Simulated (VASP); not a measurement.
These are PBEsol GGA, VASP's PBE PAW potentials (set 64) (plane waves; VASP) values and carry that method's errors.

Input for VASP

### KPOINTS
```
Automatic mesh
0
Gamma
4 3 1
0 0 0
```

**INCAR**
```
SYSTEM = KI(110) slab
PREC = Normal
ENCUT = 400
EDIFF = 1E-5
NELM = 100
ALGO = Normal
LREAL = .FALSE.
LASPH = .TRUE.
ISMEAR = 0
SIGMA = 0.05
GGA = PS
LMAXMIX = 4
LWAVE = .TRUE.
LCHARG = .FALSE.
NELMIN = 4
LDIPOL = .TRUE.
IDIPOL = 3
DIPOL = 0.5 0.5 0.5
IBRION = 2
ISIF = 2
NSW = 50
EDIFFG = -0.03
```

File POSCAR:
```
KI(110) slab
1.0
  4.9635048216   0.0000000000   0.0000000000
  0.0000000000   7.0194557556   0.0000000000
  0.0000000000   0.0000000000  24.8197729154
K I
4 4
direct
  0.0000000000   0.0000000000   0.3500140000
  0.5000000000   0.5000000000   0.4500050000
  0.0000000000   0.0000000000   0.5499950000
  0.5000000000   0.5000000000   0.6499860000
  0.5000000000   0.0000000000   0.4500050000
  0.0000000000   0.5000000000   0.3500140000
  0.5000000000   0.0000000000   0.6499860000
  0.0000000000   0.5000000000   0.5499950000
```

POTCAR, in this order: K_sv I (PBE.64 set). Program: vasp_std.

The resulting files:

### OUTCAR
```
 ion  position               nearest neighbor table
   1  0.000  0.000  0.350-   6 3.51   6 3.51   5 3.51   5 3.51
   2  0.500  0.500  0.450-   8 3.51   8 3.51   5 3.51   5 3.51   6 3.51   6 3.51
   3  0.000  0.000  0.550-   5 3.51   5 3.51   8 3.51   8 3.51   7 3.51   7 3.51
   4  0.500  0.500  0.650-   7 3.51   7 3.51   8 3.51   8 3.51
   5  0.500  0.000  0.450-   3 3.51   3 3.51   2 3.51   2 3.51   1 3.51   1 3.51
   6  0.000  0.500  0.350-   1 3.51   1 3.51   2 3.51   2 3.51
   7  0.500  0.000  0.650-   4 3.51   4 3.51   3 3.51   3 3.51
   8  0.000  0.500  0.550-   2 3.51   2 3.51   3 3.51   3 3.51   4 3.51   4 3.51
  LATTYP: Found a simple orthorhombic cell.
 ALAT       =     4.9635048216
 B/A-ratio  =     1.4142135463
 C/A-ratio  =     5.0004530684
 Subroutine PRICEL returns:
 Original cell was already a primitive cell.
 Subroutine GETGRP returns: Found  8 space group operations
The static configuration has the point symmetry C_2v.
 The point group associated with its full space group is D_2h.
The dynamic configuration has the point symmetry C_2v.
 Subroutine INISYM returns: Found  8 space group operations
 Subroutine IBZKPT returns following result:
 Found      6 irreducible k-points:

 Following reciprocal coordinates:
            Coordinates               Weight
  0.000000  0.000000  0.000000      1.000000
  0.250000  0.000000  0.000000      2.000000
  0.500000  0.000000  0.000000      1.000000
  0.000000  0.333333  0.000000      2.000000
  0.250000  0.333333  0.000000      4.000000
  0.500000  0.333333  0.000000      2.000000
   k-points           NKPTS =      6   k-points in BZ     NKDIM =      6   number of bands    NBANDS=     38
   number of dos      NEDOS =    301   number of ions     NIONS =      8
   total plane-waves  NPLWV = 108864
   dimension x,y,z NGX =    24 NGY =   36 NGZ =  126
   dimension x,y,z NGXF=    48 NGYF=   72 NGZF=  252
   ions per type =               4   4
   PREC   = normal    normal or accurate (medium, high low for compatibility)
   ISTART =      0    job   : 0-new  1-cont  2-samecut
   ICHARG =      2    charge: 1-file 2-atom 10-const
   ISPIN  =      1    spin polarized calculation?
   LNONCOLLINEAR =      F non collinear calculations
   LSORBIT =      F    spin-orbit coupling
   INIWAV =      1    electr: 0-lowe 1-rand  2-diag
   ENCUT  =  400.0 eV  29.40 Ry    5.42 a.u.   8.09 11.45 40.47*2*pi/ulx,y,z
   NELM   =    100;   NELMIN=  4; NELMDL= -5     # of ELM steps
   EDIFF  = 0.1E-04   stopping-criterion for ELM
   LREAL  =      F    real-space projection
   NLSPLINE    = F    spline interpolate recip. space projectors
   LMAXMIX     =    4 max onsite mixed and CHGCAR
   VOSKOWN=      0    Vosko Wilk Nusair interpolation
   EDIFFG = -.3E-01   stopping-criterion for IOM
   NSW    =     50    number of steps for IOM
   NBLOCK =      1;   KBLOCK =     50    inner block; outer block
   IBRION =      2    ionic relax: 0-MD 1-quasi-New 2-CG
   NFREE  =      1    steps in history (QN), initial steepest desc. (CG)
   ISIF   =      2    stress and relaxation
   ISYM   =      2    0-nonsym 1-usesym 2-fastsym
   TEIN   =    0.0    initial temperature
   TEBEG  =    0.0;   TEEND  =   0.0 temperature during run
   SMASS  =  -3.00    Nose mass-parameter (am)
   PSTRESS=    0.0 pullay stress
   NELECT =      64.0000    total number of electrons
   EFERMI =   0.00;   METHOD = LEGACY
   ISMEAR =     0;   SIGMA  =   0.05  broadening in eV -4-tet -1-fermi 0-gaus
   IALGO  =     38    algorithm
   LDIAG  =      T    sub-space diagonalisation (order eigenvalues)
   IMIX   =      4    mixing-type and parameters
     AMIX     =   0.40;   BMIX     =  1.00
     AMIX_MAG =   1.60;   BMIX_MAG =  1.00
     AMIN     =   0.10
   GGA     = PS    functional components
   VOSKOWN =     0    Vosko Wilk Nusair interpolation
   LHFCALC =     F    Hartree Fock is set to
   LHFONE  =     F    Hartree Fock one center treatment
...
```

OSZICAR:
```
...
       N       E                     dE             d eps       ncg     rms          rms(c)
DAV:   1    -0.224048696716E+02   -0.10467E-02   -0.59270E+00   456   0.990E+00    0.506E-01
DAV:   2    -0.224180088775E+02   -0.13139E-01   -0.14910E-01   522   0.205E+00    0.201E-01
DAV:   3    -0.224184530167E+02   -0.44414E-03   -0.81722E-03   694   0.304E-01    0.144E-01
DAV:   4    -0.224184800310E+02   -0.27014E-04   -0.27216E-04   504   0.834E-02    0.794E-02
DAV:   5    -0.224185943035E+02   -0.11427E-03   -0.30252E-04   480   0.848E-02    0.213E-02
DAV:   6    -0.224186386732E+02   -0.44370E-04   -0.62288E-05   536   0.350E-02    0.146E-02
DAV:   7    -0.224186755381E+02   -0.36865E-04   -0.75448E-06   308   0.141E-02    0.100E-02
DAV:   8    -0.224187115275E+02   -0.35989E-04   -0.83834E-06   356   0.933E-03    0.670E-03
DAV:   9    -0.224187490658E+02   -0.37538E-04   -0.66648E-06   348   0.745E-03    0.298E-03
DAV:  10    -0.224187678486E+02   -0.18783E-04   -0.35239E-06   324   0.568E-03    0.121E-03
DAV:  11    -0.224187755043E+02   -0.76557E-05   -0.13771E-06   336   0.337E-03
   3 F= -.22418776E+02 E0= -.22418776E+02  d E =-.210803E-01
       N       E                     dE             d eps       ncg     rms          rms(c)
DAV:   1    -0.223767949195E+02    0.41973E-01   -0.23855E+01   456   0.199E+01    0.103E+00
DAV:   2    -0.224297224141E+02   -0.52927E-01   -0.59911E-01   516   0.412E+00    0.419E-01
DAV:   3    -0.224312433504E+02   -0.15209E-02   -0.31632E-02   712   0.607E-01    0.308E-01
DAV:   4    -0.224311686118E+02    0.74739E-04   -0.10983E-03   528   0.169E-01    0.169E-01
DAV:   5    -0.224314280424E+02   -0.25943E-03   -0.11926E-03   486   0.170E-01    0.443E-02
DAV:   6    -0.224315343125E+02   -0.10627E-03   -0.23397E-04   616   0.685E-02    0.272E-02
DAV:   7    -0.224316098665E+02   -0.75554E-04   -0.22360E-05   370   0.215E-02    0.175E-02
DAV:   8    -0.224317031491E+02   -0.93283E-04   -0.25312E-05   390   0.182E-02    0.124E-02
DAV:   9    -0.224317613072E+02   -0.58158E-04   -0.89370E-06   354   0.107E-02    0.612E-03
DAV:  10    -0.224318313255E+02   -0.70018E-04   -0.19045E-05   376   0.116E-02    0.302E-03
DAV:  11    -0.224318542684E+02   -0.22943E-04   -0.31833E-06   330   0.593E-03    0.220E-03
DAV:  12    -0.224318697325E+02   -0.15464E-04   -0.27744E-06   338   0.410E-03    0.146E-03
DAV:  13    -0.224318771345E+02   -0.74021E-05   -0.10493E-06   324   0.287E-03
   4 F= -.22431877E+02 E0= -.22431877E+02  d E =-.341820E-01
       N       E                     dE             d eps       ncg     rms          rms(c)
DAV:   1    -0.224317482657E+02    0.12147E-03   -0.71640E-02   492   0.109E+00    0.563E-02
DAV:   2    -0.224319091092E+02   -0.16084E-03   -0.18392E-03   510   0.227E-01    0.227E-02
DAV:   3    -0.224319113677E+02   -0.22585E-05   -0.99966E-05   592   0.341E-02    0.162E-02
DAV:   4    -0.224319123223E+02   -0.95459E-06   -0.35107E-06   318   0.105E-02
   5 F= -.22431912E+02 E0= -.22431912E+02  d E =-.342171E-01
       N       E                     dE             d eps       ncg     rms          rms(c)
DAV:   1    -0.224323095987E+02   -0.39823E-03   -0.47227E-01   480   0.290E+00    0.146E-01
DAV:   2    -0.224334866202E+02   -0.11770E-02   -0.13386E-02   516   0.622E-01    0.598E-02
DAV:   3    -0.224335201332E+02   -0.33513E-04   -0.64877E-04   668   0.866E-02    0.427E-02
DAV:   4    -0.224335227252E+02   -0.25920E-05   -0.15200E-05   332   0.228E-02
   6 F= -.22433523E+02 E0= -.22433523E+02  d E =-.161040E-02
       N       E                     dE             d eps       ncg     rms          rms(c)
DAV:   1    -0.224262573682E+02    0.72628E-02   -0.42416E+00   456   0.869E+00    0.436E-01
DAV:   2    -0.224368193748E+02   -0.10562E-01   -0.11976E-01   504   0.186E+00    0.179E-01
DAV:   3    -0.224371586654E+02   -0.33929E-03   -0.57863E-03   682   0.258E-01    0.128E-01
DAV:   4    -0.224371610979E+02   -0.24325E-05   -0.16041E-04   526   0.682E-02    0.780E-02
DAV:   5    -0.224372011931E+02   -0.40095E-04   -0.19912E-04   516   0.745E-02    0.229E-02
DAV:   6    -0.224372216734E+02   -0.20480E-04   -0.43044E-05   536   0.314E-02    0.104E-02
DAV:   7    -0.224372325259E+02   -0.10853E-04   -0.33712E-06   330   0.955E-03    0.708E-03
DAV:   8    -0.224372441727E+02   -0.11647E-04   -0.29650E-06   336   0.695E-03    0.436E-03
DAV:   9    -0.224372505720E+02   -0.63993E-05   -0.13689E-06   324   0.418E-03
   7 F= -.22437251E+02 E0= -.22437251E+02  d E =-.533825E-02
       N       E                     dE             d eps       ncg     rms          rms(c)
DAV:   1    -0.223948195382E+02    0.42425E-01   -0.17054E+01   456   0.175E+01    0.884E-01
DAV:   2    -0.224379026129E+02   -0.43083E-01   -0.48630E-01   492   0.375E+00    0.372E-01
DAV:   3    -0.224392743537E+02   -0.13717E-02   -0.23037E-02   676   0.519E-01    0.271E-01
DAV:   4    -0.224391865005E+02    0.87853E-04   -0.65709E-04   520   0.139E-01    0.165E-01
DAV:   5    -0.224392455466E+02   -0.59046E-04   -0.77408E-04   504   0.149E-01    0.498E-02
DAV:   6    -0.224393037145E+02   -0.58168E-04   -0.17629E-04   624   0.607E-02    0.217E-02
DAV:   7    -0.224393302245E+02   -0.26510E-04   -0.10721E-05   340   0.155E-02    0.144E-02
DAV:   8    -0.224393572560E+02   -0.27032E-04   -0.10794E-05   348   0.140E-02    0.799E-03
DAV:   9    -0.224393675284E+02   -0.10272E-04   -0.34924E-06   336   0.711E-03    0.397E-03
DAV:  10    -0.224393817573E+02   -0.14229E-04   -0.37757E-06   320   0.671E-03    0.253E-03
DAV:  11    -0.224393862121E+02   -0.44548E-05   -0.18401E-06   336   0.455E-03
   8 F= -.22439386E+02 E0= -.22439386E+02  d E =-.747389E-02
       N       E                     dE             d eps       ncg     rms          rms(c)
DAV:   1    -0.224382020511E+02    0.11797E-02   -0.10165E+00   456   0.380E+00    0.218E-01
DAV:   2    -0.224407921296E+02   -0.25901E-02   -0.29217E-02   528   0.824E-01    0.853E-02
DAV:   3    -0.224408622536E+02   -0.70124E-04   -0.12618E-03   714   0.113E-01    0.630E-02
DAV:   4    -0.224408575401E+02    0.47135E-05   -0.34326E-05   470   0.277E-02
   9 F= -.22440858E+02 E0= -.22440858E+02  d E =-.147133E-02
       N       E                     dE             d eps       ncg     rms          rms(c)
DAV:   1    -0.224191878052E+02    0.21674E-01   -0.91290E+00   456   0.114E+01    0.652E-01
DAV:   2    -0.224422998111E+02   -0.23112E-01   -0.25948E-01   522   0.247E+00    0.255E-01
DAV:   3    -0.224430362654E+02   -0.73645E-03   -0.10835E-02   708   0.334E-01    0.189E-01
DAV:   4    -0.224430509007E+02   -0.14635E-04   -0.33439E-04   558   0.847E-02    0.118E-01
DAV:   5    -0.224432573160E+02   -0.20642E-03   -0.53927E-04   468   0.108E-01    0.320E-02
DAV:   6    -0.224433314626E+02   -0.74147E-04   -0.10410E-04   528   0.411E-02    0.231E-02
DAV:   7    -0.224434044282E+02   -0.72966E-04   -0.15187E-05   332   0.184E-02    0.190E-02
DAV:   8    -0.224434666081E+02   -0.62180E-04   -0.12785E-05   350   0.145E-02    0.116E-02
DAV:   9    -0.224435609141E+02   -0.94306E-04   -0.20941E-05   376   0.120E-02    0.277E-03
DAV:  10    -0.224436010098E+02   -0.40096E-04   -0.78392E-06   362   0.783E-03    0.452E-03
DAV:  11    -0.224436175084E+02   -0.16499E-04   -0.27059E-06   330   0.432E-03    0.277E-03
DAV:  12    -0.224436257475E+02   -0.82390E-05   -0.13590E-06   324   0.306E-03
  10 F= -.22443626E+02 E0= -.22443626E+02  d E =-.423954E-02
       N       E                     dE             d eps       ncg     rms          rms(c)
DAV:   1    -0.224379423316E+02    0.56752E-02   -0.22361E+00   456   0.564E+00    0.323E-01
DAV:   2    -0.224436577548E+02   -0.57154E-02   -0.64204E-02   522   0.122E+00    0.126E-01
DAV:   3    -0.224438206527E+02   -0.16290E-03   -0.27571E-03   700   0.167E-01    0.932E-02
DAV:   4    -0.224438144329E+02    0.62198E-05   -0.79510E-05   572   0.415E-02
  11 F= -.22443814E+02 E0= -.22443814E+02  d E =-.442822E-02
```

**OUTCAR**
```
------------------------ aborting loop because EDIFF is reached ----------------------------------------
  FORCE on cell =-STRESS in cart. coord.  units (eV):
  Direction    XX          YY          ZZ          XY          YZ          ZX
  --------------------------------------------------------------------------------------
  Total        0.9757434     -2.0160412      0.0818107      0.0000000      0.0000000      0.0000000
  in kB        1.8078255     -3.7352553      0.1515762      0.0000000      0.0000000      0.0000000
  external PRESSURE =      -0.5919512 kB  Pullay stress =       0.0000000 kB
  volume of cell :      864.75
      direct lattice vectors                 reciprocal lattice vectors
     4.963504822  0.000000000  0.000000000     0.201470541  0.000000000  0.000000000
     0.000000000  7.019455756  0.000000000     0.000000000  0.142461187  0.000000000
     0.000000000  0.000000000 24.819772915     0.000000000  0.000000000  0.040290457
 POSITION                                       TOTAL-FORCE (eV/Angst)
 -----------------------------------------------------------------------------------
      0.00000      0.00000      8.90331         0.000000      0.000000      0.000343
      2.48175      3.50973     11.03005         0.000000      0.000000      0.022496
      0.00000      0.00000     13.78972         0.000000      0.000000     -0.022496
      2.48175      3.50973     15.91646         0.000000      0.000000     -0.000343
      2.48175      0.00000     11.23175         0.000000      0.000000     -0.010210
      0.00000      3.50973      8.67639         0.000000      0.000000     -0.024429
      2.48175      0.00000     16.14339         0.000000      0.000000      0.024429
      0.00000      3.50973     13.58802         0.000000      0.000000      0.010210
 -----------------------------------------------------------------------------------
    total drift:                                0.000000     -0.000000      0.000000
  FREE ENERGIE OF THE ION-ELECTRON SYSTEM (eV)
  ---------------------------------------------------
  free  energy   TOTEN  =       -22.4438144329 eV

  energy  without entropy=      -22.4438144329  energy(sigma->0) =      -22.44381443

 reached required accuracy - stopping structural energy minimisation
```
(Selected blocks of OUTCAR.)

File CONTCAR:
```
KI(110) slab
   1.00000000000000
     4.9635048215999999    0.0000000000000000    0.0000000000000000
     0.0000000000000000    7.0194557556000001    0.0000000000000000
     0.0000000000000000    0.0000000000000000   24.8197729154000015
  K               I
     4     4
Direct
     0.0000000000000000    0.0000000000000000    0.3587186149937648
     0.5000000000000000    0.5000000000000000    0.4444057600769456
     0.0000000000000000    0.0000000000000000    0.5555942399230545
     0.5000000000000000    0.5000000000000000    0.6412813850062351
     0.5000000000000000    0.0000000000000000    0.4525323649724179
     0.0000000000000000    0.5000000000000000    0.3495755254900779
     0.5000000000000000    0.0000000000000000    0.6504244745099220
     0.0000000000000000    0.5000000000000000    0.5474676350275821
```

The cell is a thin slab with vacuum, built from KI (rock salt): (110) face.
